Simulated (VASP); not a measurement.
Computed with PBEsol GGA, VASP's PBE PAW potentials (set 64) (plane waves; VASP).

VASP ran on this input.

File KPOINTS:
```
Automatic mesh
0
Gamma
10 10 5
0 0 0
```

**POSCAR**
```
SiGe
1.0
  3.5144360719   0.0000000006   0.0000000000
 -1.7572180354   3.0435907681   0.0000000000
  0.0000000000   0.0000000000   5.9036420546
Si Ge
2 2
Cartesian
 -0.0000017569   2.0290615268   0.0190318430
  1.7572197934   1.0145292419   2.9708528703
 -0.0000017569   2.0290615268   2.1948339274
  1.7572197934   1.0145292419   5.1466549547
```

INCAR:
```
SYSTEM=SiGe
PREC=Accurate; ENCUT=500; LREAL=F
LASPH=T
EDIFF=1E-6; NELM=100; ALGO=Normal
LMAXMIX=4
ISMEAR=1; SIGMA=0.1
GGA=PS
IBRION=2; NSW=40; ISIF=3
EDIFFG=-0.02; PSTRESS=450
LWAVE=F; LCHARG=F
```

POTCAR, in this order: Si Ge_d (PBE.64 set). Program: vasp_std.

The resulting files:

### OSZICAR
```
       N       E                     dE             d eps       ncg     rms          rms(c)
DAV:   1     0.267839677657E+03    0.26784E+03   -0.17940E+04  2052   0.387E+03
DAV:   2     0.205138118151E+02   -0.24733E+03   -0.24132E+03  1854   0.698E+02
DAV:   3    -0.183418703297E+02   -0.38856E+02   -0.38394E+02  2232   0.169E+02
DAV:   4    -0.196408911849E+02   -0.12990E+01   -0.12977E+01  2156   0.364E+01
DAV:   5    -0.196697613048E+02   -0.28870E-01   -0.28866E-01  2312   0.577E+00    0.860E+00
DAV:   6    -0.191197632784E+02    0.55000E+00   -0.27181E-01  2106   0.315E+00    0.508E+00
DAV:   7    -0.188830361328E+02    0.23673E+00   -0.45895E-01  2248   0.408E+00    0.440E-01
DAV:   8    -0.188838357581E+02   -0.79963E-03   -0.38900E-02  2222   0.166E+00    0.168E-01
DAV:   9    -0.188838826000E+02   -0.46842E-04   -0.11932E-03  2180   0.265E-01    0.119E-01
DAV:  10    -0.188839467546E+02   -0.64155E-04   -0.16025E-04  2606   0.101E-01    0.599E-02
DAV:  11    -0.188839496366E+02   -0.28820E-05   -0.39383E-05  2106   0.415E-02    0.127E-02
DAV:  12    -0.188839489533E+02    0.68324E-06   -0.40572E-06  1988   0.178E-02
   1 F= -.11476151E+01 E0= -.11473973E+01  d E =-.114762E+01
```

### OUTCAR
```
------------------------ aborting loop because EDIFF is reached ----------------------------------------
  FORCE on cell =-STRESS in cart. coord.  units (eV):
  Direction    XX          YY          ZZ          XY          YZ          ZX
  --------------------------------------------------------------------------------------
  Total       17.7116197     17.7116179     17.7020036      0.0000000      0.0000000      0.0000000
  in kB      449.3729606    449.3729164    449.1289856      0.0000002      0.0000000      0.0000000
  external PRESSURE =      -0.7083791 kB  Pullay stress =     450.0000000 kB
  volume of cell :       63.15
      direct lattice vectors                 reciprocal lattice vectors
     3.514436072  0.000000001  0.000000000     0.284540672  0.164279641  0.000000000
    -1.757218035  3.043590768  0.000000000    -0.000000000  0.328559283  0.000000000
     0.000000000  0.000000000  5.903642055     0.000000000  0.000000000  0.169386963
 POSITION                                       TOTAL-FORCE (eV/Angst)
 -----------------------------------------------------------------------------------
     -0.00000      2.02906      0.01903         0.000000     -0.000000      0.007421
      1.75722      1.01453      2.97085        -0.000000      0.000000      0.007421
     -0.00000      2.02906      2.19483         0.000000     -0.000000     -0.007421
      1.75722      1.01453      5.14665        -0.000000      0.000000     -0.007421
 -----------------------------------------------------------------------------------
    total drift:                               -0.000902      0.000520      0.000417
  FREE ENERGIE OF THE ION-ELECTRON SYSTEM (eV)
  ---------------------------------------------------
  free  energy   TOTEN  =       -18.8839489533 eV

  energy  without entropy=      -18.8832956716  energy(sigma->0) =      -18.88373119
  enthalpy is  TOTEN    =        -1.1476150918 eV   P V=       17.7363338615

 reached required accuracy - stopping structural energy minimisation
```
(Selected blocks of OUTCAR.)

The structure was generated: SiGe was put into the wurtzite type (P6_3mc), which need not be its known phase. It was relaxed first under an external pressure of 45 GPa.
